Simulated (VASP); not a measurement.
An input for Ansatz (written as the equivalent of a VASP run, and not itself run):

Ansatz 0.2 input:
```yaml
crystal:
  lattice:
    - [2.7371340, 0.0000000, 0.0000000]
    - [-1.3685670, 2.3704270, 0.0000000]
    - [0.0000000, 0.0000000, 10.7103030]
  atoms:
    - { symbol: Re, position: [0.3333330, 0.6666670, 0.1867360] }
    - { symbol: Re, position: [0.6666670, 0.3333330, 0.3955720] }
    - { symbol: Re, position: [0.3333330, 0.6666670, 0.6044180] }
    - { symbol: Re, position: [0.6666670, 0.3333330, 0.8132640] }
kpoints:
  mp_grid: { grid: [9, 9, 1] }
hamiltonian:
  xc: pbesol
  pseudopotentials: { kind: paw }
scf:
  occupations: { method: fermi_dirac, width: 0.05 }
  max_iter: 100
output: { forces: true, stress: true, eigenvalues: true }
```

Write the VASP files for the same calculation (PBEsol).

One answer among several that fit: 
POSCAR:
```
Re
1
    2.7371340000     0.0000000000     0.0000000000
   -1.3685670000     2.3704270000     0.0000000000
    0.0000000000     0.0000000000    10.7103030000
Re
4
Direct
  0.3333330000   0.6666670000   0.1867360000
  0.6666670000   0.3333330000   0.3955720000
  0.3333330000   0.6666670000   0.6044180000
  0.6666670000   0.3333330000   0.8132640000
```

### INCAR
```
LCHARG  =  .False.
SYSTEM  =  Re
ISMEAR  =  -1   # Fermi-Dirac
GGA  =  PS   # PBEsol
EDIFF  =  1E-6
ALGO  =  Normal
LWAVE  =  .False.
LREAL  =  .False.   # projection in real space or not
SIGMA  =  0.05
NELM  =  100   # most electronic steps
ISIF  =  2   # forces and stress, cell fixed
ENCUT  =  300   # plane-wave cut-off (eV)
LMAXMIX  =  6   # l cut-off of mixed one-centre charges
PREC  =  Accurate
LASPH  =  .True.   # aspherical one-centre terms
```

### KPOINTS
```
Automatic mesh
0
Gamma
9 9 1
0 0 0
```

POTCAR, in this order: Re (PBE.64 set). Program: vasp_std.

Limits of the translation: each code has its own PAW files, so the cut-off isn't converted (ENCUT is set for VASP's; basis.ecutwfc is left out, and Ansatz then takes the one that its files recommend); Ansatz stops its SCF on the density residual and VASP on the energy change (EDIFF).

The cell is a sheet with vacuum, built from a database entry that may be metastable or hypothetical.
